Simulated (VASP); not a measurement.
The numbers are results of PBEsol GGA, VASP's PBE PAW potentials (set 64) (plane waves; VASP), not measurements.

A VASP calculation is set up with these files.

File KPOINTS:
```
Automatic mesh
0
Gamma
10 10 6
0 0 0
```

### POSCAR
```
BN
1
    1.2509423916    -2.1666959993     0.0000000000
    1.2509423916     2.1666959993     0.0000000000
    0.0000000000     0.0000000000     4.1389850559
B N
2 2
Direct
  0.6666670000   0.3333330000   0.5003708925
  0.3333330000   0.6666670000   0.0003708925
  0.6666670000   0.3333330000   0.8746291075
  0.3333330000   0.6666670000   0.3746291075
```

**INCAR**
```
SYSTEM = BN
PREC = Accurate
ENCUT = 620
EDIFF = 1E-6
NELM = 100
ALGO = Normal
LREAL = .FALSE.
LASPH = .TRUE.
ISMEAR = 0
SIGMA = 0.05
GGA = PS
LWAVE = .FALSE.
LCHARG = .FALSE.
IBRION = 2
ISIF = 3
NSW = 40
EDIFFG = -0.02
PSTRESS = 300
```

POTCAR, in this order: B N (PBE.64 set). Program: vasp_std.

Output

OUTCAR:
```
 ion  position               nearest neighbor table
   1  0.667  0.333  0.500-   4 1.54   4 1.54   4 1.54   3 1.55
   2  0.333  0.667  0.000-   3 1.54   3 1.54   3 1.54   4 1.55
   3  0.667  0.333  0.875-   2 1.54   2 1.54   2 1.54   1 1.55
   4  0.333  0.667  0.375-   1 1.54   1 1.54   1 1.54   2 1.55
  LATTYP: Found a hexagonal cell.
 ALAT       =     2.5018849735
 C/A-ratio  =     1.6543466625
 Subroutine PRICEL returns:
 Original cell was already a primitive cell.
 Subroutine GETGRP returns: Found 12 space group operations
The static configuration has the point symmetry C_3v.
 The point group associated with its full space group is C_6v.
The dynamic configuration has the point symmetry C_3v.
 Subroutine INISYM returns: Found 12 space group operations
 Subroutine IBZKPT returns following result:
 Found     56 irreducible k-points:

 Following reciprocal coordinates:
            Coordinates               Weight
  0.000000  0.000000  0.000000      1.000000
  0.100000  0.000000  0.000000      6.000000
  0.200000  0.000000  0.000000      6.000000
  0.300000  0.000000  0.000000      6.000000
  0.400000  0.000000  0.000000      6.000000
...
```

OSZICAR:
```
       N       E                     dE             d eps       ncg     rms          rms(c)
DAV:   1     0.606712909526E+02    0.60671E+02   -0.97926E+03  1344   0.150E+03
DAV:   2    -0.357421567733E+02   -0.96413E+02   -0.88765E+02  1832   0.327E+02
DAV:   3    -0.386292266556E+02   -0.28871E+01   -0.28739E+01  1792   0.554E+01
DAV:   4    -0.386454641050E+02   -0.16237E-01   -0.16222E-01  1716   0.436E+00
DAV:   5    -0.386456407064E+02   -0.17660E-03   -0.17656E-03  1720   0.430E-01    0.969E+00
DAV:   6    -0.368114960626E+02    0.18341E+01   -0.43622E+00  1684   0.187E+01    0.476E+00
DAV:   7    -0.366121250496E+02    0.19937E+00   -0.27265E-01  1624   0.558E+00    0.273E+00
DAV:   8    -0.365678978421E+02    0.44227E-01   -0.73018E-02  1528   0.245E+00    0.233E-01
DAV:   9    -0.365668519733E+02    0.10459E-02   -0.27605E-03  1728   0.602E-01    0.129E-01
DAV:  10    -0.365669246344E+02   -0.72661E-04   -0.17012E-04  1636   0.137E-01    0.227E-02
DAV:  11    -0.365669229461E+02    0.16883E-05   -0.36939E-05  1708   0.564E-02    0.115E-02
DAV:  12    -0.365669233785E+02   -0.43240E-06   -0.34953E-06  1664   0.185E-02
   1 F= -.32365758E+02 E0= -.32365758E+02  d E =-.323658E+02
       N       E                     dE             d eps       ncg     rms          rms(c)
DAV:   1    -0.364201980702E+02    0.14672E+00   -0.22890E+00  1544   0.166E+01    0.202E+00
DAV:   2    -0.363464622540E+02    0.73736E-01   -0.16239E-01  1672   0.395E+00    0.701E-01
DAV:   3    -0.363410210941E+02    0.54412E-02   -0.26396E-02  1716   0.159E+00    0.219E-01
DAV:   4    -0.363402943937E+02    0.72670E-03   -0.13618E-03  1636   0.362E-01    0.111E-01
DAV:   5    -0.363401196041E+02    0.17479E-03   -0.32095E-04  1580   0.158E-01    0.478E-02
DAV:   6    -0.363401139156E+02    0.56885E-05   -0.34999E-05  1740   0.634E-02    0.414E-03
DAV:   7    -0.363401136095E+02    0.30611E-06   -0.90784E-07   976   0.110E-02
   2 F= -.32349380E+02 E0= -.32349380E+02  d E =0.163775E-01
       N       E                     dE             d eps       ncg     rms          rms(c)
DAV:   1    -0.365227195998E+02   -0.18261E+00   -0.78520E-01  1544   0.957E+00    0.119E+00
DAV:   2    -0.364966938098E+02    0.26026E-01   -0.60419E-02  1676   0.238E+00    0.398E-01
DAV:   3    -0.364949634238E+02    0.17304E-02   -0.84218E-03  1692   0.893E-01    0.124E-01
DAV:   4    -0.364946941334E+02    0.26929E-03   -0.46496E-04  1648   0.208E-01    0.600E-02
DAV:   5    -0.364946323450E+02    0.61788E-04   -0.10845E-04  1568   0.907E-02    0.258E-02
DAV:   6    -0.364946288715E+02    0.34735E-05   -0.79625E-06  1676   0.312E-02    0.347E-03
DAV:   7    -0.364946288614E+02    0.10114E-07   -0.14716E-07   864   0.483E-03
   3 F= -.32380746E+02 E0= -.32380746E+02  d E =-.149883E-01
```

### OUTCAR
```
------------------------ aborting loop because EDIFF is reached ----------------------------------------
  FORCE on cell =-STRESS in cart. coord.  units (eV):
  Direction    XX          YY          ZZ          XY          YZ          ZX
  --------------------------------------------------------------------------------------
  Total        4.0897219      4.0897228      4.1327603      0.0000000      0.0000000      0.0000000
  in kB      298.2380836    298.2381458    301.3766080      0.0000000      0.0000000      0.0000000
  external PRESSURE =      -0.7157209 kB  Pullay stress =     300.0000000 kB
  volume of cell :       21.97
      direct lattice vectors                 reciprocal lattice vectors
     1.242152814 -2.151472009  0.000000000     0.402526963 -0.232399026  0.000000000
     1.242152814  2.151472009  0.000000000     0.402526963  0.232399026  0.000000000
     0.000000000  0.000000000  4.110555706     0.000000000  0.000000000  0.243276110
  FREE ENERGIE OF THE ION-ELECTRON SYSTEM (eV)
  ---------------------------------------------------
  free  energy   TOTEN  =       -36.4946288614 eV

  energy  without entropy=      -36.4946288614  energy(sigma->0) =      -36.49462886
  enthalpy is  TOTEN    =       -32.3807458837 eV   P V=        4.1138829777

 reached required accuracy - stopping structural energy minimisation
```
(Selected blocks of OUTCAR.)

### CONTCAR
```
BN
   1.00000000000000
     1.2421528138651774   -2.1514720085975330    0.0000000000000000
     1.2421528138651774    2.1514720085975330    0.0000000000000000
     0.0000000000000000    0.0000000000000000    4.1105557057597579
  B               N
     2     2
Direct
     0.6666669999999968    0.3333330000000032    0.5004526499298099
     0.3333330000000032    0.6666669999999968    0.0004526499298099
     0.6666669999999968    0.3333330000000032    0.8745473500701901
     0.3333330000000032    0.6666669999999968    0.3745473500701901
```

Energy and stress use the plane-wave basis of the starting cell.

The compound is BN in the wurtzite structure, a metastable high-pressure form. This run relaxes it under an external pressure of 30 GPa. Symmetry was kept, so distortions that lower it aren't found.
